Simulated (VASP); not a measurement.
A run of VASP 6.6.1 is set up as follows.

INCAR

```
SYSTEM = Na3BeSb
  ALGO = Normal
  EDIFF = 1E-7
  EDIFFG = -0.01
  ENCUT = 520
  IBRION = 2
  ISIF = 2
  ISMEAR = 1
  LASPH = .TRUE.
  LCHARG = .FALSE.
  LREAL = .FALSE.
  LWAVE = .FALSE.
  NELM = 60
  NSW = 40
  PREC = Accurate
  SIGMA = 0.2
```

The input KPOINTS:

```
k-points
0
G
  6 6 6
  0 0 0
```

POSCAR

```
Na3BeSb
1.0
    4.4612987000      0.0000000000      0.0000000000
    0.0000000000      4.4612987000      0.0000000000
    0.0000000000      0.0000000000      4.4612987000
Na Be Sb
3 1 1
Direct
    0.0000000000      0.5000000000      0.5000000000
    0.5000000000      0.0000000000      0.5000000000
    0.5000000000      0.5000000000      0.0000000000
    0.5000000000      0.5000000000      0.5000000000
    0.0000000000      0.0000000000      0.0000000000
```

Potentials or basis: VASP PAW LDA potentials, release 64 (Na_pv, Be, Sb).

Command:

```console
$ cat potpaw_LDA.64/Na_pv/POTCAR potpaw_LDA.64/Be/POTCAR potpaw_LDA.64/Sb/POTCAR > POTCAR
$ mpirun -np 1 vasp_std > vasp.out
```

(1) What does it give for the band gap on the k mesh?

Results:

(1) none (metal or under the smearing width).

Caveat: the relaxation stopped at its first step, so nothing moved.
